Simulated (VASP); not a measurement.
Input:

```
CELL_PARAMETERS angstrom
      0.00000     2.16277     2.16277
      2.16277     0.00000     2.16277
      2.16277     2.16277     0.00000
ATOMIC_POSITIONS crystal
  Ti 0.00000 0.00000 0.00000
  C  0.50000 0.50000 0.50000
```

Calculation: MS2 meta-GGA, VASP's PBE PAW potentials (set 64) (plane waves; VASP). Settings: 520 eV cut-off, 16×16×16 Γ-centred mesh, tetrahedra with Blöchl corrections, potentials Ti_sv C.

Give the energies of bands 6 to 11 at the high-symmetry points, in eV from the Fermi level.

| band | Γ | X | U | L | W |
|---|---|---|---|---|---|
| 6 | 0.87 | -3.73 | -3.67 | -6.12 | -3.36 |
| 7 | 0.87 | -1.57 | -3.61 | -3.06 | -3.36 |
| 8 | 0.87 | -0.19 | -1.88 | -3.06 | -2.90 |
| 9 | 1.62 | -0.19 | 1.57 | 3.18 | 3.00 |
| 10 | 1.62 | 2.80 | 3.43 | 3.18 | 3.00 |
| 11 | 1.62 | 3.83 | 4.12 | 4.39 | 3.83 |

It has no gap at this level: it comes out as a metal or semimetal.

The compound is TiC in the rock salt structure. It was relaxed first.
